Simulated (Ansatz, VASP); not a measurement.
# Ru (linear Ru chain) in two plane-wave programs, part 2 of 2

Aim: how closely do two programs agree when they are given the same cell, functional and k mesh? The cell is taken from a series of runs on this material, whose earlier steps may have relaxed, scaled, displaced or heated it; both programs get it as it stands.

VASP 6.6.1 and Ansatz 0.2.0.

So far: Starting point; Ansatz: single point, LDA, pair 1; VASP: single point, LDA, pair 1; Differences; Ansatz: single point, LDA, pair 2.

**6. VASP: single point, LDA, pair 2**

Level of this step: LDA, spin-polarised from a ferromagnetic start; plane waves and PAW (Ru_pv) (VASP).

The same cell, functional (in two slightly different forms), mesh and smearing now go to VASP, with its own data sets.

Input file INCAR:

```
SYSTEM = Ru
PREC = Accurate
ENCUT = 500
EDIFF = 1E-06
NELM = 200
ISMEAR = -1
SIGMA = 0.05
LREAL = .FALSE.
ALGO = Normal
GGA = PW92
NBANDS = 14
ISPIN = 2
MAGMOM = 0.68
LASPH = .TRUE.
LMAXMIX = 4
LORBIT = 11
LWAVE = .FALSE.
LCHARG = .FALSE.
ISIF = 2
GGA_COMPAT = .FALSE.
```

Input file POSCAR:

```
Ru
1.0
    7.5000000000      0.0000000000      0.0000000000
    0.0000000000      7.5000000000      0.0000000000
    0.0000000000      0.0000000000      2.2240117500
Ru
1
Direct
    0.5000000000      0.5000000000      0.0000000000
```

Input file KPOINTS:

```
Automatic mesh
0
Gamma
1 1 36
0 0 0
```

The projector-augmented-wave data sets are Ru_pv (LDA family, release 64).

Command:

```sh
mpirun -np 1 vasp_std
```

Numbers of over 12 decimals in the logs are rounded to 6 here.

Output:

```text
[banner, memory and clock lines left out]
running    1 mpi-ranks, on    1 nodes
[...]
[... a notice as in an earlier step ...]

 LDA part: xc-table for (Slater(with rela. corr.)+PW92), standard interpolation
 POSCAR, INCAR and KPOINTS ok, starting setup
[...]
entering main loop
       N       E                     dE             d eps       ncg     rms          rms(c)
DAV:   1     0.596173537519E+02    0.59617E+02   -0.74673E+03  1400   0.713E+02
DAV:   2    -0.425830751285E+01   -0.63876E+02   -0.58512E+02  1180   0.178E+02
DAV:   3    -0.594833063822E+01   -0.16900E+01   -0.16148E+01  1258   0.263E+01
DAV:   4    -0.596677536101E+01   -0.18445E-01   -0.18398E-01  1496   0.269E+00
[...]
DAV:  16    -0.588003575811E+01   -0.11319E-05   -0.79588E-06  1010   0.152E-02    0.106E-02
DAV:  17    -0.588003758480E+01   -0.18267E-05   -0.92235E-07   884   0.631E-03    0.460E-03
DAV:  18    -0.588003805582E+01   -0.47102E-06   -0.16603E-07   916   0.230E-03
   1 F= -.58800381E+01 E0= -.58685506E+01  d E =-.229750E-01  mag=     0.8978
```

From OUTCAR (step 6):

```text
  Total       -0.1557351     -0.1557351     -2.7917679      0.0000000      0.0000000      0.0000000
  in kB       -1.9945158     -1.9945158    -35.7544655      0.0000000      0.0000000      0.0000000
  external PRESSURE =     -13.2478324 kB  Pullay stress =       0.0000000 kB

  FREE ENERGIE OF THE ION-ELECTRON SYSTEM (eV)
  ---------------------------------------------------
  free  energy   TOTEN  =        -5.8800380558 eV

  energy  without entropy=       -5.8570630718  energy(sigma->0) =       -5.86855056

 magnetization (x)
# of ion       s       p       d       tot
------------------------------------------
    1        0.015   0.004   0.789   0.808

[... 1 part as in an earlier step ...]

[... 3 further parts left out ...]
[key lines of the parts left out:]
E-fermi :  -3.4282
```

**7. Side by side**

What differs besides the data sets and the points named for the pairs above, as far as they apply: the data sets hold 16 valence electrons in Ansatz (on its default PAW (the set named soft_2) files) and 14 in VASP. Total energies have different zeros and are not compared.

The two programs side by side:

| quantity | Ansatz | VASP | difference |
| --- | --- | --- | --- |
| pressure (GPa) | -1.42 | -1.32 | -0.09 |
| total moment (μB) | 0.93 | 0.90 | +0.03 |
| moment on Ru1 (μB) | 0.68 | 0.81 | -0.13 |

**8. Ansatz: single point, LDA, pair 3**

With cell and atoms fixed, the geometry can't cause a difference; cores, projectors, grids and the points listed under the comparison can. The cell compared in this pair holds 135.93 Å³, against 125.10 Å³ for the pair before.

The cell is taken from a series of runs on this material, whose earlier steps may have relaxed, scaled, displaced or heated it; both programs get it as it stands.

Input file input.yaml:

```yaml
crystal:
  lattice:
    - [7.5, 0.0, 0.0]
    - [0.0, 7.5, 0.0]
    - [0.0, 0.0, 2.4164743053]
  atoms:
    - { symbol: Ru, position: [0.5, 0.5, 0.0], spin: 2.0 }
magnetization:
  spin_polarized: true
kpoints:
  mp_grid: { grid: [1, 1, 34] }
scf:
  occupations: { method: fermi_dirac, width: 0.05 }
hamiltonian:
  xc: lda
output:
  transmission:
    e_range: [-2, 2]
    de: 0.035
    kmesh: [1, 1]
    reduced_basis: true
    leads: [[0, 0]]
  stress: true
```

Command:

```sh
ansatz run input.yaml --threads 4 --pin off --max-ram 8192MiB --backend cpu --events-out ev --progress --plain --runs-dir out
```

Output:

```text
[...]
Crystal: 1 atoms, lattice volume = 135.927 Å³
Basis set: ecut = 420 eV, 2633 PW (Γ)
Bands: 13, of which v1, the nominal top of the filled ones, is band 8 counted from 1 (7 counted from 0)
Symmetry: 16 space group operations
[...]
k-points: 18 of 34
[...]
Starting moments: Σ|m| = 2 μB on 1 of 1 site
[...]
--- Transmission ---
  basis      : 497 plane waves across, 3 finite elements along
  points     : 1, standing for a mesh of 1 x 1
[...]
crystal 0  : Ru1, at the sites [0, 0], period 2.4165 Å: whole cells are its period
[...]
filled         : 7.2 meV under the level at which it is neutral
    channels       : 4.000000e0 up, 6.000000e0 down
[...]
[key lines of the parts left out:]
SCF converged after 9 iterations
Magnetization: 1.2762 μB (8.6381 up, 7.3619 down)
Free energy (F): -5753.021174 eV
Fermi energy:    -2.502400 eV
P = ⅓ Tr σ = -3.0769 GPa (-30.769 kbar)
```

**9. VASP: single point, LDA, pair 3**

The same cell, functional (in two slightly different forms), mesh and smearing now go to VASP, with its own data sets.

INCAR: that of step 6 with these lines changed.

```diff
@@ -12,3 +12,3 @@
 ISPIN = 2
-MAGMOM = 0.68
+MAGMOM = 0.97
 LASPH = .TRUE.
```

POSCAR: that of step 6 with these lines changed.

```diff
@@ -4,3 +4,3 @@
     0.0000000000      7.5000000000      0.0000000000
-    0.0000000000      0.0000000000      2.2240117500
+    0.0000000000      0.0000000000      2.4164743053
 Ru
```

Input file KPOINTS:

```
Automatic mesh
0
Gamma
1 1 34
0 0 0
```

Command:

```sh
mpirun -np 1 vasp_std
```

Output:

```text
[... set-up lines as in an earlier step ...]
 entering main loop
       N       E                     dE             d eps       ncg     rms          rms(c)
DAV:   1     0.571434875109E+02    0.57143E+02   -0.73248E+03  1328   0.705E+02
DAV:   2    -0.381947920115E+01   -0.60963E+02   -0.55941E+02  1148   0.175E+02
DAV:   3    -0.547310562994E+01   -0.16536E+01   -0.15700E+01  1166   0.259E+01
DAV:   4    -0.549441290028E+01   -0.21307E-01   -0.21251E-01  1434   0.267E+00
[...]
DAV:  16    -0.543965448566E+01   -0.26686E-05   -0.27736E-07   872   0.194E-03    0.787E-04
DAV:  17    -0.543965627679E+01   -0.17911E-05   -0.34476E-07   842   0.140E-03    0.449E-04
DAV:  18    -0.543965656684E+01   -0.29005E-06   -0.60549E-08   774   0.630E-04
   1 F= -.54396566E+01 E0= -.54296591E+01  d E =-.199949E-01  mag=     1.2708
```

Parts of OUTCAR (step 9):

```text
  Total       -0.1638202     -0.1638202     -7.4373725      0.0000000      0.0000000     -0.0000000
  in kB       -1.9309598     -1.9309598    -87.6648326      0.0000000      0.0000000     -0.0000000
  external PRESSURE =     -30.5089174 kB  Pullay stress =       0.0000000 kB

  FREE ENERGIE OF THE ION-ELECTRON SYSTEM (eV)
  ---------------------------------------------------
  free  energy   TOTEN  =        -5.4396565668 eV

  energy  without entropy=       -5.4196616267  energy(sigma->0) =       -5.42965910

 magnetization (x)
# of ion       s       p       d       tot
------------------------------------------
    1        0.031   0.006   1.071   1.108

[... 2 parts as in an earlier step ...]

[... 2 further parts left out ...]
[key lines of the parts left out:]
E-fermi :  -3.5517
```

**10. Comparison**

What differs besides the data sets and the points named for the pairs above, as far as they apply: the data sets hold 16 valence electrons in Ansatz (on its default PAW (the set named soft_2) files) and 14 in VASP. Total energies have different zeros and are not compared.

Both answers:

| quantity | Ansatz | VASP | difference |
| --- | --- | --- | --- |
| pressure (GPa) | -3.08 | -3.05 | -0.03 |
| total moment (μB) | 1.28 | 1.27 | +0.01 |
| moment on Ru1 (μB) | 0.97 | 1.11 | -0.14 |

**11. Results**

| Item | Value |
| --- | --- |
| difference in total moment (single point, LDA, pair 1) | -3.0e-5 μB |
| difference in total moment (single point, LDA, pair 2) | 0.033 μB |
| difference in total moment (single point, LDA, pair 3) | 0.0054 μB |

In words: The difference in total moment is -3.0e-5 μB (single point, LDA, pair 1). The data sets hold unlike numbers of valence electrons (16 in Ansatz and 14 in VASP), so part of the differences comes from the potentials. 5 further runs of this series are not shown here. Such differences can come from data sets, numerical settings and the points named under the comparisons, not from the functional's error against experiment.

[Lines on the potential files, build, host, timing and source positions are cut from VASP's logs without a mark.]

[Logs are printed without paths, hosts, clocks, repeated set-up lines and the standing remarks that a program may print on its own settings, such as how far it seeks lower states.]

[Hosts, paths, dates, database ids (printed as entryN), source tags and the programs' standing remarks are cut or masked in the printed files.]
